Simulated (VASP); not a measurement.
**HoTl3: vacancies and antisites compared**

Which native defect is cheapest in HoTl3, and how does that change with the growth condition? The start is a cell from a database of measured crystal structures.

Calculated with VASP 6.6.1; PBEsol, 4f electrons in the core; plane waves and PAW (Tl, Ho_3), in the first sound run; inputs show where later runs differ.

Report form: the programs' logs are mostly left out.

### 1. The host crystal

Symmetry: Pm-3m, No. 221, cubic system. The conventional cell has a = 4.666 Å, b = 4.666 Å, c = 4.666 Å, α = 90.00°, β = 90.00°, γ = 90.00°. Nearest to Tl lie 8 Tl at 3.30 Å and 4 Ho at 3.30 Å. Nearest to Ho lie 12 Tl at 3.30 Å. Farther neighbours are not listed.

As a file:

```cif
data_structure
_symmetry_space_group_name_H-M 'P 1'
_symmetry_Int_Tables_number 1
_cell_length_a 4.6660
_cell_length_b 4.6660
_cell_length_c 4.6660
_cell_angle_alpha 90.000
_cell_angle_beta 90.000
_cell_angle_gamma 90.000
_cell_volume 101.59
loop_
_atom_site_label
_atom_site_type_symbol
_atom_site_fract_x
_atom_site_fract_y
_atom_site_fract_z
_atom_site_occupancy
Tl1 Tl 0.50000 0.50000 0.00000 1
Tl2 Tl 0.50000 0.00000 0.50000 1
Tl3 Tl 0.00000 0.50000 0.50000 1
Ho4 Ho 0.00000 0.00000 0.00000 1
```

### 2. The host at zero pressure

First cell and atoms are relaxed at a raised cutoff, so that later runs start from this functional's own cell.

INCAR

```
SYSTEM = HoTl3
PREC = Accurate
ENCUT = 350
EDIFF = 1E-06
NELM = 120
ISMEAR = 1
SIGMA = 0.15
LREAL = .FALSE.
ALGO = Normal
GGA = PS
NBANDS = 15
LORBIT = 11
LWAVE = .FALSE.
LCHARG = .FALSE.
KPAR = 8
IBRION = 2
NSW = 40
ISIF = 3
EDIFFG = -0.02
POTIM = 0.4
```

POSCAR

```
HoTl3
1.0
    4.6660000000      0.0000000000      0.0000000000
    0.0000000000      4.6660000000      0.0000000000
    0.0000000000      0.0000000000      4.6660000000
Tl Ho
3 1
Direct
    0.5000000000      0.5000000000      0.0000000000
    0.5000000000      0.0000000000      0.5000000000
    0.0000000000      0.5000000000      0.5000000000
    0.0000000000      0.0000000000      0.0000000000
```

KPOINTS

```
Automatic mesh
0
Gamma
5 5 5
0 0 0
```

The projector-augmented-wave data sets are Tl and Ho_3 (PBE family, release 64).

Launch:

```console
$ mpirun -np 8 vasp_std
```

Wall time 2.2 s (8 MPI ranks of AMD EPYC 9R45, shared host); peak memory 1.1 GiB.

The data set Ho_3 holds the 4f electrons frozen in the core, so no f bands or f moments appear. The k-mesh is coarse for a metal. The PAW data sets were made with PBE, which is usual practice but a small mismatch for other functionals. The data set Tl keeps the semicore shell frozen, which is cheaper and a little less accurate. The run keeps the 48 symmetry operations of its start, so it cannot find a distortion of lower symmetry.

Little changed from the start: no atom moved by 0.005 Å and no cell edge by 0.1 %.

Numbers from this step:

| Item | Value |
| --- | --- |
| electronic cycles | 11 |
| electrons | 18 |
| free energy (TOTEN) | -13.95 eV |
| energy at zero smearing | -13.94 eV |
| Fermi energy | 5.036 eV |
| labelled metallic, from the levels on this mesh | yes |

The start already met the threshold, so nothing moved.

### 3. The perfect supercell

System of this step: HoTl3. Symmetry: Pm-3m, No. 221, cubic system. The conventional cell has a = 4.666 Å, b = 4.666 Å, c = 4.666 Å, α = 90.00°, β = 90.00°, γ = 90.00°. Nearest to Tl lie 4 Ho at 3.30 Å and 8 Tl at 3.30 Å. Nearest to Ho lie 12 Tl at 3.30 Å. Farther neighbours are not listed.

The same cell, mesh and cutoff without the defect give the energy to subtract and, in a gapped host, the band edges to count from, so that most errors cancel.

INCAR

```
SYSTEM = HoTl3
PREC = Normal
ENCUT = 300
EDIFF = 1E-05
NELM = 120
ISMEAR = 1
SIGMA = 0.2
LREAL = Auto
ALGO = Fast
GGA = PS
LORBIT = 11
LWAVE = .FALSE.
LCHARG = .FALSE.
KPAR = 4
NCORE = 2
```

POSCAR

```
HoTl3
1.0
    9.3320000000      0.0000000000      0.0000000000
    0.0000000000      9.3320000000      0.0000000000
    0.0000000000      0.0000000000      9.3320000000
Tl Ho
24 8
Direct
    0.2500000000      0.2500000000      0.0000000000
    0.2500000000      0.2500000000      0.5000000000
    0.2500000000      0.7500000000      0.0000000000
    0.2500000000      0.7500000000      0.5000000000
    0.7500000000      0.2500000000      0.0000000000
    0.7500000000      0.2500000000      0.5000000000
    0.7500000000      0.7500000000      0.0000000000
    0.7500000000      0.7500000000      0.5000000000
    0.2500000000      0.0000000000      0.2500000000
    0.2500000000      0.0000000000      0.7500000000
    0.2500000000      0.5000000000      0.2500000000
    0.2500000000      0.5000000000      0.7500000000
    0.7500000000      0.0000000000      0.2500000000
    0.7500000000      0.0000000000      0.7500000000
    0.7500000000      0.5000000000      0.2500000000
    0.7500000000      0.5000000000      0.7500000000
    0.0000000000      0.2500000000      0.2500000000
    0.0000000000      0.2500000000      0.7500000000
    0.0000000000      0.7500000000      0.2500000000
    0.0000000000      0.7500000000      0.7500000000
    0.5000000000      0.2500000000      0.2500000000
    0.5000000000      0.2500000000      0.7500000000
    0.5000000000      0.7500000000      0.2500000000
    0.5000000000      0.7500000000      0.7500000000
    0.0000000000      0.0000000000      0.0000000000
    0.0000000000      0.0000000000      0.5000000000
    0.0000000000      0.5000000000      0.0000000000
    0.0000000000      0.5000000000      0.5000000000
    0.5000000000      0.0000000000      0.0000000000
    0.5000000000      0.0000000000      0.5000000000
    0.5000000000      0.5000000000      0.0000000000
    0.5000000000      0.5000000000      0.5000000000
```

KPOINTS

```
Automatic mesh
0
Monkhorst-Pack
3 3 3
0 0 0
```

Launch:

```console
$ mpirun -np 8 vasp_std
```

Elapsed: 16 s, on 8 MPI ranks; peak memory 1.6 GiB; 2.1 min of CPU time.

Numbers from this step:

- electronic cycles: 22
- electrons: 144
- free energy (TOTEN): -111.8419 eV
- energy at zero smearing: -111.8506 eV
- Fermi energy: 5.216 eV

The host is treated as a metal, as its relaxation found a gap under 0.3 eV or none, and only the neutral defect is run.

### 4. Reference Ho

This step: PBEsol, 4f electrons in the core; plane waves and PAW (Ho_3) (VASP 6.6.1).

System of this step: Ho. It takes space group P6_3/mmc (No. 194, hexagonal). The conventional cell has a = 3.580 Å, b = 3.580 Å, c = 5.621 Å, α = 90.00°, β = 90.00°, γ = 120.00°. Nearest to Ho lie 12 Ho at 3.49 to 3.58 Å.

The reference for Ho is its crystal, relaxed at the cutoff of the large cell.

INCAR

```
SYSTEM = Ho
PREC = Normal
ENCUT = 300
EDIFF = 1E-05
NELM = 120
ISMEAR = 1
SIGMA = 0.1
LREAL = Auto
ALGO = Fast
GGA = PS
NBANDS = 15
LORBIT = 11
LWAVE = .FALSE.
LCHARG = .FALSE.
KPAR = 8
IBRION = 2
NSW = 25
ISIF = 3
EDIFFG = -0.02
POTIM = 0.4
```

POSCAR

```
Ho
1.0
    3.5800000000      0.0000000000      0.0000000000
   -1.7900000000      3.1003709455      0.0000000000
    0.0000000000      0.0000000000      5.6206000000
Ho
2
Direct
    0.0000000000      0.0000000000      0.0000000000
    0.3333333333      0.6666666667      0.5000000000
```

KPOINTS

```
Automatic mesh
0
Gamma
9 9 5
0 0 0
```

Potentials, in the order of the species: Ho_3 (PBE family, release 64).

Launch:

```console
$ mpirun -np 8 vasp_std
```

Run time: 4.2 s. Hardware: 8 MPI ranks; peak memory 0.91 GiB.

The run keeps the 24 symmetry operations of its start, so it cannot find a distortion of lower symmetry.

Relaxation path:

| step | energy less that of the first step (eV) | largest force (eV/Å) | pressure (GPa) | volume (Å³) |
| --- | --- | --- | --- | --- |
| 1 | 0.0000 | 0.0000 | -2.26 | 62.38 |
| 2 | -0.0253 | 0.0000 | -0.26 | 59.26 |
| 3 | -0.0255 | 0.0000 | -0.01 | 58.93 |
| 4 | -0.0255 | 0.0000 | -0.06 | 59.00 |
| 5 | -0.0257 | 0.0000 | -0.06 | 58.96 |
| 6 | -0.0257 | 0.0000 | -0.04 | 58.92 |

| conventional cell, symmetrised | before | after | change |
| --- | --- | --- | --- |
| a (Å) | 3.580 | 3.509 | -2.0 % |
| b (Å) | 3.580 | 3.509 | -2.0 % |
| c (Å) | 5.621 | 5.524 | -1.7 % |
| volume (Å³/atom) | 31.19 | 29.46 | -5.6 % |

The relaxed structure:

```xyz
2
Lattice="3.5093 0.0000 0.0000 -1.7546 3.0391 0.0000 0.0000 0.0000 5.5244" Properties=species:S:1:pos:R:3 pbc="T T T"
Ho    0.0000    0.0000    0.0000
Ho    0.0000    2.0261    2.7622
```

Numbers from this step:

```
electronic cycles       : 36
electrons               : 18
free energy (TOTEN)     : -9.882 eV
energy at zero smearing : -9.883 eV
Fermi energy            : 3.111 eV
```

The run ended after 6 ionic steps, 0.026 eV below its first step, once forces and stress met EDIFFG = -0.02.

Energy at zero smearing: -9.88309 eV.

### 5. Reference Tl

This step: PBEsol; plane waves and PAW (Tl) (VASP 6.6.1).

System of this step: Tl. The structure is hexagonal, space group P6_3/mmc (No. 194). Conventional cell: a = 3.460 Å, b = 3.460 Å, c = 5.533 Å, α = 90.00°, β = 90.00°, γ = 120.00°. Nearest to Tl lie 12 Tl at 3.41 to 3.46 Å.

The reference for Tl is its crystal, relaxed at the cutoff of the large cell.

INCAR: that of step 4 with these lines changed.

```diff
@@ -1,2 +1,2 @@
-SYSTEM = Ho
+SYSTEM = Tl
 PREC = Normal
@@ -10,3 +10,3 @@
 GGA = PS
-NBANDS = 15
+NBANDS = 9
 LORBIT = 11
```

POSCAR

```
Tl
1.0
    3.4600000000      0.0000000000      0.0000000000
   -1.7300000000      2.9964478971      0.0000000000
    0.0000000000      0.0000000000      5.5325400000
Tl
2
Direct
    0.0000000000      0.0000000000      0.0000000000
    0.3333333333      0.6666666667      0.5000000000
```

KPOINTS is that of step 4.

The projector-augmented-wave data sets are Tl (PBE family, release 64).

Launch:

```console
$ mpirun -np 8 vasp_std
```

It took 3 s on 8 MPI ranks; peak memory 0.85 GiB; 20 s of CPU time.

The steps of the relaxation:

| step | energy less that of the first step (eV) | largest force (eV/Å) | pressure (GPa) | volume (Å³) |
| --- | --- | --- | --- | --- |
| 1 | 0.0000 | 0.0000 | -0.03 | 57.36 |
| 2 | -0.0016 | 0.0000 | -0.04 | 57.33 |
| 3 | -0.0058 | 0.0000 | -0.08 | 57.23 |
| 4 | -0.0093 | 0.0000 | 0.01 | 56.97 |
| 5 | -0.0096 | 0.0000 | -0.05 | 57.07 |
| 6 | -0.0097 | 0.0000 | -0.04 | 57.04 |

| conventional cell, symmetrised | before | after | change |
| --- | --- | --- | --- |
| a (Å) | 3.460 | 3.385 | -2.2 % |
| b (Å) | 3.460 | 3.385 | -2.2 % |
| c (Å) | 5.533 | 5.748 | +3.9 % |
| volume (Å³/atom) | 28.68 | 28.52 | -0.6 % |

The relaxed structure:

```cif
data_structure
_symmetry_space_group_name_H-M 'P 1'
_symmetry_Int_Tables_number 1
_cell_length_a 3.3851
_cell_length_b 3.3851
_cell_length_c 5.7476
_cell_angle_alpha 90.000
_cell_angle_beta 90.000
_cell_angle_gamma 120.000
_cell_volume 57.04
loop_
_atom_site_label
_atom_site_type_symbol
_atom_site_fract_x
_atom_site_fract_y
_atom_site_fract_z
_atom_site_occupancy
Tl1 Tl 0.00000 0.00000 0.00000 1
Tl2 Tl 0.33333 0.66667 0.50000 1
```

This step gave:

| Quantity | Value |
| --- | --- |
| electronic cycles | 32 |
| electrons | 6 |
| free energy (TOTEN) | -5.278 eV |
| energy at zero smearing | -5.277 eV |
| Fermi energy | 4.423 eV |

The run ended after 6 ionic steps, 0.010 eV below its first step, once forces and stress met EDIFFG = -0.02.

The edges of the cell as typed change unequally, by -2.2 to +3.9 %. In a metal that hangs on the k mesh, which was not refined here; the energy is less touched by it than the shape.

Energy at zero smearing: -5.27739 eV.

### 6. The defect cell, 31 atoms, defect Ho vacancy

This step: PBEsol, 4f electrons in the core; plane waves and PAW (Tl, Ho_3) (VASP 6.6.1).

System of this step: Ho7Tl24. The cell holds 31 atoms: 24 Tl and 7 Ho. Cell: a = 9.332 Å, b = 9.332 Å, c = 9.332 Å, α = 90.0°, β = 90.0°, γ = 90.0°. It derives from HoTl3. Nearest the centre at fractional (0.000, 0.000, 0.000): Tl1 at 3.30 Å, Tl3 at 3.30 Å, Tl7 at 3.30 Å, Tl5 at 3.30 Å, Tl13 at 3.30 Å, Tl14 at 3.30 Å, Tl10 at 3.30 Å, Tl9 at 3.30 Å.

The host is treated as a metal, since its gap is under 0.3 eV or closed. The run keeps 48 symmetry operations, which cuts the number of k-points but bars distortions that break them. The atoms relax at the host's fixed cell.

INCAR

```
SYSTEM = Ho7Tl24
PREC = Normal
ENCUT = 300
EDIFF = 1E-05
NELM = 120
ISMEAR = 1
SIGMA = 0.2
LREAL = Auto
ALGO = Fast
GGA = PS
LORBIT = 11
LWAVE = .FALSE.
LCHARG = .TRUE.
KPAR = 4
NCORE = 2
IBRION = 2
NSW = 50
ISIF = 2
EDIFFG = -0.03
POTIM = 0.4
MAXMIX = 40
ISYM = 2
```

POSCAR

```
Ho7Tl24
1.0
    9.3320000000      0.0000000000      0.0000000000
    0.0000000000      9.3320000000      0.0000000000
    0.0000000000      0.0000000000      9.3320000000
Tl Ho
24 7
Direct
    0.2500000000      0.2500000000      0.0000000000
    0.2500000000      0.2500000000      0.5000000000
    0.2500000000      0.7500000000      0.0000000000
    0.2500000000      0.7500000000      0.5000000000
    0.7500000000      0.2500000000      0.0000000000
    0.7500000000      0.2500000000      0.5000000000
    0.7500000000      0.7500000000      0.0000000000
    0.7500000000      0.7500000000      0.5000000000
    0.2500000000      0.0000000000      0.2500000000
    0.2500000000      0.0000000000      0.7500000000
    0.2500000000      0.5000000000      0.2500000000
    0.2500000000      0.5000000000      0.7500000000
    0.7500000000      0.0000000000      0.2500000000
    0.7500000000      0.0000000000      0.7500000000
    0.7500000000      0.5000000000      0.2500000000
    0.7500000000      0.5000000000      0.7500000000
    0.0000000000      0.2500000000      0.2500000000
    0.0000000000      0.2500000000      0.7500000000
    0.0000000000      0.7500000000      0.2500000000
    0.0000000000      0.7500000000      0.7500000000
    0.5000000000      0.2500000000      0.2500000000
    0.5000000000      0.2500000000      0.7500000000
    0.5000000000      0.7500000000      0.2500000000
    0.5000000000      0.7500000000      0.7500000000
    0.0000000000      0.0000000000      0.5000000000
    0.0000000000      0.5000000000      0.0000000000
    0.0000000000      0.5000000000      0.5000000000
    0.5000000000      0.0000000000      0.0000000000
    0.5000000000      0.0000000000      0.5000000000
    0.5000000000      0.5000000000      0.0000000000
    0.5000000000      0.5000000000      0.5000000000
```

KPOINTS

```
Automatic mesh
0
Monkhorst-Pack
3 3 3
0 0 0
```

Potentials, in the order of the species: Tl and Ho_3 (PBE family, release 64).

Launch:

```console
$ mpirun -np 8 vasp_std
```

Wall time 92 s (8 MPI ranks); peak memory 1.8 GiB; 12 min of CPU time.

This run has no spin polarisation. Its electron count is odd, so without a moment it is a metal by construction.

Step by step:

| step | energy less that of the first step (eV) | largest force (eV/Å) |
| --- | --- | --- |
| 1 | 0.0000 | 0.3035 |
| 2 | -0.0396 | 0.2590 |
| 3 | -0.1186 | 0.1135 |
| 4 | -0.0945 | 0.1757 |
| 5 | -0.1385 | 0.0710 |
| 6 | -0.1388 | 0.0724 |
| 7 | -0.1427 | 0.0405 |
| 8 | -0.1442 | 0.0039 |

The atoms that moved most (Å):

| atom | dx | dy | dz | length |
| --- | --- | --- | --- | --- |
| Tl1 | -0.056 | -0.056 | 0.000 | 0.079 |
| Tl3 | -0.056 | 0.056 | 0.000 | 0.079 |
| Tl7 | 0.056 | 0.056 | 0.000 | 0.079 |
| Tl5 | 0.056 | -0.056 | 0.000 | 0.079 |
| Tl13 | 0.056 | 0.000 | -0.056 | 0.079 |
| Tl14 | 0.056 | 0.000 | 0.056 | 0.079 |
| Tl10 | -0.056 | 0.000 | 0.056 | 0.079 |
| Tl9 | -0.056 | 0.000 | -0.056 | 0.079 |

The relaxed structure:

```xyz
31
Lattice="9.3320 0.0000 0.0000 0.0000 9.3320 0.0000 0.0000 0.0000 9.3320" Properties=species:S:1:pos:R:3 pbc="T T T"
Tl    2.2770    2.2770    0.0000
Tl    2.3235    2.3235    4.6660
Tl    2.2770    7.0550    0.0000
Tl    2.3235    7.0085    4.6660
Tl    7.0550    2.2770    0.0000
Tl    7.0085    2.3235    4.6660
Tl    7.0550    7.0550    0.0000
Tl    7.0085    7.0085    4.6660
Tl    2.2770    0.0000    2.2770
Tl    2.2770    0.0000    7.0550
Tl    2.3235    4.6660    2.3235
Tl    2.3235    4.6660    7.0085
Tl    7.0550    0.0000    2.2770
Tl    7.0550    0.0000    7.0550
Tl    7.0085    4.6660    2.3235
Tl    7.0085    4.6660    7.0085
Tl    0.0000    2.2770    2.2770
Tl    0.0000    2.2770    7.0550
Tl    0.0000    7.0550    2.2770
Tl    0.0000    7.0550    7.0550
Tl    4.6660    2.3235    2.3235
Tl    4.6660    2.3235    7.0085
Tl    4.6660    7.0085    2.3235
Tl    4.6660    7.0085    7.0085
Ho    0.0000    0.0000    4.6660
Ho    0.0000    4.6660    0.0000
Ho    0.0000    4.6660    4.6660
Ho    4.6660    0.0000    0.0000
Ho    4.6660    0.0000    4.6660
Ho    4.6660    4.6660    0.0000
Ho    4.6660    4.6660    4.6660
```

This step gave:

```yaml
electronic_cycles: 147
electrons: 135
free_energy_toten: -104.8976 eV
energy_at_zero_smearing: -104.9025 eV
fermi_energy: 4.853 eV
```

Valence density in the ac plane at fractional y = 0.000, through the centre, with atoms of Tl and Ho within 0.45 Å of it. It is the smooth field of the valence electrons, not physical close to the nuclei.

Ten steps, logarithmic in the rise over the least value, from '_' (0.0 e/Å³) to '@' (2.8 e/Å³), each cell a mean:
```
........::::::------**%%@@@@@@##==----::::::........
........::----------==##%%%%##**==--------::::......
....::::----======----==++++++==--========----::....
..::::--============------------============----::..
::::--====--::--====------------====--::--====--::::
::::--====::__..--==------::----====--__..--====--::
::----====--::::====------------====--::::--====----
------==============--------------============------
====----==========------======------==========----==
##**++--------------==++####**++--------------==++##
@@%%##==------------++##@@@@%%**==------------++##@@
@@@@##++----::------**%%@@@@@@##++----::::----**%%@@
@@@@##==------------**%%@@@@@@##==------------**%%@@
%%##**==------------==##%%%%##**==------------++##%%
++++==----====--------==++++++==------====------==++
------============----------------============------
------====------====------------======----======----
::----====::__::--==------::----====--....--====--::
::::--====--..::--==------------====--..::--==----::
::::::--====----====------------======----====--::::
....::----==========----======----==========--::::..
......::::----------==++####**++------------::::....
........::::--------++##@@@@%%##==------::::::......
..........::::::----**%%@@@@@@##++----::::::........
```
Columns run along a (9.3 Å), rows up along c (9.3 Å). Atoms in or near the plane, at fractional coordinates: Tl at (0.24, 0.24), Tl at (0.24, 0.76), Tl at (0.76, 0.24), Tl at (0.76, 0.76), Ho at (0.00, 0.50), Ho at (0.50, 0.00), Ho at (0.50, 0.50).

The run ended after 8 ionic steps, 0.144 eV below its first step, once the forces on the free atoms met EDIFFG = -0.03.

The 12 first neighbours (Tl) lie 3.30 Å from the site in the perfect crystal and 3.22 Å on average after the relaxation (-2.4 %).

### 7. Energies of this defect, 31 atoms, defect vacancy, element Ho

This step: point defect, PBEsol; plane waves and PAW (VASP 6.6.1).

No new run; the numbers come from the runs before.

This step gave:

```
formation energy of the neutral defect : 2.007 eV
host formation enthalpy                : -0.2809 eV/atom
```

Formation energy:

| formation energy (eV) | largest move (Å) |
| --- | --- |
| 2.007 | 0.07919 |

The formation energy is the energy of the relaxed defect cell less that of the perfect cell, with each removed atom booked to its reference and each added atom taken from it.

References, in eV an atom: Ho -4.942 (crystal P6_3/mmc) and Tl -2.639 (crystal P6_3/mmc). They were run at the supercell's cutoff and functional, without U, and count both elements from their own phases.

The formation energy is 2.007 eV, and the largest move of an atom 0.08 Å.

[end of part 1 of 2]

[Lines on the potential files, build, host, timing and source positions are cut from VASP's logs without a mark.]

[Logs are printed without paths, hosts, clocks, repeated set-up lines and the standing remarks that a program may print on its own settings, such as how far it seeks lower states.]

[Hosts, paths, dates, database ids (printed as entryN), source tags and the programs' standing remarks are cut or masked in the printed files.]

[In band tables of VASP the shares of atoms and orbitals are scaled to a sum of 1 inside the atoms' spheres.]

[Runs that stopped without an error message from VASP are left out.]
